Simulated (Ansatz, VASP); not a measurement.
One calculation of Ti3Nb, two programs

```xyz
4
Lattice="3.9289 0.0000 0.0000 0.0000 3.9289 0.0000 0.0000 0.0000 3.8281" Properties=species:S:1:pos:R:3 pbc="T T T"
Ti    0.0000    1.9644    1.9141
Ti    1.9644    0.0000    1.9141
Ti    1.9644    1.9644    0.0000
Nb    0.0000    0.0000    0.0000
```

Change from the starting cell: strain -0.025 along x and y, -0.050 along z, atoms carried along.

Alike in both runs: task single point; functional LDA; k mesh 12 × 12 × 12; occupations gaussian, width 0.15 eV; no spin polarisation.

|  | VASP | Ansatz |
| --- | --- | --- |
| version | VASP 6.6.1 | Ansatz 0.2.0 |
| potentials or method | VASP PAW LDA potentials, release 64 (Ti_sv, Nb_sv) | scalar-relativistic, plane waves, PAW |
| plane-wave cutoff (eV) | 520 | 420 |
| valence electrons in the cell | 49 | 49 |

```csv
,VASP,Ansatz,Ansatz less VASP
gap on the k mesh at the Fermi level (eV),none,none,-
pressure (GPa),16.6,16.8,+0.20
largest component of the traceless stress (GPa),0.93,0.94,+0.008
```

A gap of «none» marks a metal or a gap that the smearing closes.

Caveats: so large a pressure means that the cell lies far from this level's equilibrium, or that cutoff or potentials fall short (VASP).
